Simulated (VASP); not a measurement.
Output of a VASP run:

### OSZICAR
```
       N       E                     dE             d eps       ncg     rms          rms(c)
DAV:   1     0.873009156525E+02    0.87301E+02   -0.86230E+03  1504   0.107E+03
DAV:   2    -0.151022959157E+02   -0.10240E+03   -0.98015E+02  1444   0.307E+02
DAV:   3    -0.168383122804E+02   -0.17360E+01   -0.16971E+01  1604   0.414E+01
DAV:   4    -0.168527745965E+02   -0.14462E-01   -0.14213E-01  1604   0.383E+00
DAV:   5    -0.168530202738E+02   -0.24568E-03   -0.24565E-03  1608   0.425E-01    0.126E+01
DAV:   6    -0.162594032818E+02    0.59362E+00   -0.35924E+00  1408   0.216E+01    0.239E+00
DAV:   7    -0.161807817009E+02    0.78622E-01   -0.28231E-01  1412   0.632E+00    0.213E+00
DAV:   8    -0.161601207953E+02    0.20661E-01   -0.22749E-02  1484   0.125E+00    0.217E-01
DAV:   9    -0.161599760600E+02    0.14474E-03   -0.26881E-04  1668   0.143E-01    0.130E-01
DAV:  10    -0.161599552278E+02    0.20832E-04   -0.39872E-05  1568   0.862E-02    0.973E-03
DAV:  11    -0.161599547937E+02    0.43409E-06   -0.19484E-06  1128   0.186E-02
   1 F= -.16159955E+02 E0= -.16159573E+02  d E =-.161600E+02
       N       E                     dE             d eps       ncg     rms          rms(c)
DAV:   1    -0.180299849196E+02   -0.18700E+01   -0.29541E+01  1388   0.766E+01    0.156E+01
DAV:   2    -0.162249607453E+02    0.18050E+01   -0.98021E+00  1392   0.383E+01    0.526E+00
DAV:   3    -0.161335895449E+02    0.91371E-01   -0.38826E-01  1404   0.736E+00    0.187E+00
DAV:   4    -0.161294301352E+02    0.41594E-02   -0.51890E-02  1408   0.221E+00    0.578E-01
DAV:   5    -0.161294838210E+02   -0.53686E-04   -0.19661E-03  1684   0.533E-01    0.250E-01
DAV:   6    -0.161297171773E+02   -0.23336E-03   -0.13600E-04  1508   0.945E-02    0.397E-02
DAV:   7    -0.161297218047E+02   -0.46274E-05   -0.82362E-06  1740   0.247E-02    0.957E-03
DAV:   8    -0.161297215519E+02    0.25280E-06   -0.28795E-07   804   0.663E-03
   2 F= -.16129722E+02 E0= -.16129335E+02  d E =0.302332E-01
       N       E                     dE             d eps       ncg     rms          rms(c)
DAV:   1    -0.169975233794E+02   -0.86780E+00   -0.12221E+01  1368   0.507E+01    0.743E+00
DAV:   2    -0.162932231497E+02    0.70430E+00   -0.54588E+00  1408   0.277E+01    0.291E+00
DAV:   3    -0.161760898061E+02    0.11713E+00   -0.35054E-01  1412   0.690E+00    0.647E-01
DAV:   4    -0.161740972973E+02    0.19925E-02   -0.22520E-02  1412   0.104E+00    0.276E-01
DAV:   5    -0.161744889658E+02   -0.39167E-03   -0.25946E-03  1564   0.616E-01    0.105E-01
DAV:   6    -0.161745944001E+02   -0.10543E-03   -0.26428E-04  1680   0.176E-01    0.218E-02
DAV:   7    -0.161745926745E+02    0.17256E-05   -0.33747E-05  1512   0.656E-02    0.815E-03
DAV:   8    -0.161745922205E+02    0.45394E-06   -0.15388E-06  1088   0.133E-02
   3 F= -.16174592E+02 E0= -.16174204E+02  d E =-.146374E-01
```

File OUTCAR:
```
------------------------ aborting loop because EDIFF is reached ----------------------------------------
  FORCE on cell =-STRESS in cart. coord.  units (eV):
  Direction    XX          YY          ZZ          XY          YZ          ZX
  --------------------------------------------------------------------------------------
  Total       -0.0153739     -0.0153739     -0.0153739      0.0000000      0.0000000      0.0000000
  in kB       -0.9544878     -0.9544878     -0.9544878      0.0000000      0.0000000      0.0000000
  external PRESSURE =      -0.9544878 kB  Pullay stress =       0.0000000 kB
  volume of cell :       25.81
      direct lattice vectors                 reciprocal lattice vectors
     2.955116833  0.000000000 -0.000000000     0.338396096  0.000000000 -0.000000000
    -0.000000000  2.955116833 -0.000000000    -0.000000000  0.338396096  0.000000000
     0.000000000 -0.000000000  2.955116833     0.000000000  0.000000000  0.338396096
 POSITION                                       TOTAL-FORCE (eV/Angst)
 -----------------------------------------------------------------------------------
      0.00000      0.00000      0.00000         0.000000     -0.000000      0.000000
      1.47756      1.47756      1.47756        -0.000000      0.000000      0.000000
 -----------------------------------------------------------------------------------
    total drift:                               -0.000000      0.000000     -0.000000
  FREE ENERGIE OF THE ION-ELECTRON SYSTEM (eV)
  ---------------------------------------------------
  free  energy   TOTEN  =       -16.1745922205 eV

  energy  without entropy=      -16.1734280573  energy(sigma->0) =      -16.17420417

 reached required accuracy - stopping structural energy minimisation
```
(Selected blocks of OUTCAR.)

**POSCAR**
```
AlRu
1
    2.9825000000     0.0000000000     0.0000000000
    0.0000000000     2.9825000000     0.0000000000
    0.0000000000     0.0000000000     2.9825000000
Al Ru
1 1
Direct
  0.0000000000   0.0000000000   0.0000000000
  0.5000000000   0.5000000000   0.5000000000
```

**Question.** Write an INCAR and KPOINTS that could have produced this output.

**Answer.** This is not unique; one that fits is the input of the run itself, LDA (Ceperley-Alder, Perdew-Zunger), plane waves, VASP's LDA PAW potentials (set 64).

**INCAR**
```
SYSTEM = AlRu
PREC = Accurate
ENCUT = 400
EDIFF = 1E-6
NELM = 100
ALGO = Normal
LREAL = .FALSE.
LASPH = .TRUE.
ISMEAR = 1
SIGMA = 0.1
LMAXMIX = 4
LWAVE = .FALSE.
LCHARG = .FALSE.
IBRION = 2
ISIF = 3
NSW = 60
EDIFFG = -0.01
```

File KPOINTS:
```
Automatic mesh
0
Gamma
11 11 11
0 0 0
```

POTCAR, in this order: Al Ru_pv (LDA.64 set). Program: vasp_std.

Energy and stress use the plane-wave basis of the starting cell.

The structure comes from a computed database's AlRu entry (Pm-3m); how it stands against other phases isn't given here. This run relaxes it. Symmetry was kept, so distortions that lower it aren't found. The electron count is odd and the run is not spin-polarised, which forces a metal.
